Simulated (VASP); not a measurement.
KWO₃ (space group Pm-3m): computed properties

The numbers are results of PBEsol GGA, VASP's PBE PAW potentials (set 64) (plane waves; VASP), not measurements.

- space group: Pm-3m (221)
- cell: a = b = c = 3.9238 Å, α = β = γ = 90.00°
- volume per atom: 12.08 Å^3/atom
- band gap (over mesh and band path): none (metal, semimetal or under 0.01 eV)
- cell moment: 0.00 μB
- band gap with spin-orbit coupling: none (metallic)
- density: 7.45 g/cm³

```cif
data_KO3W
_chemical_formula_sum 'K1 W1 O3'
_space_group_name_H-M_alt 'Pm-3m'
_space_group_IT_number 221
_space_group_name_Hall '-P 4 2 3'
_cell_length_a 3.92384
_cell_length_b 3.92384
_cell_length_c 3.92384
_cell_angle_alpha 90.000
_cell_angle_beta 90.000
_cell_angle_gamma 90.000
loop_
_atom_site_label
_atom_site_type_symbol
_atom_site_symmetry_multiplicity
_atom_site_Wyckoff_symbol
_atom_site_fract_x
_atom_site_fract_y
_atom_site_fract_z
_atom_site_occupancy
K1 K 1 b 0.50000 0.50000 0.50000 1
W1 W 1 a 0.00000 0.00000 0.00000 1
O1 O 3 d 0.00000 0.00000 0.50000 1
```

Unless said otherwise, spin-orbit coupling is left out, though it shifts the bands of the heavy elements here.

The structure comes from a computed database's KWO3 entry (Pm-3m); how it stands against other phases isn't given here. It was relaxed first, which changed the volume by -7 %. Symmetry was kept, so distortions that lower it aren't found.
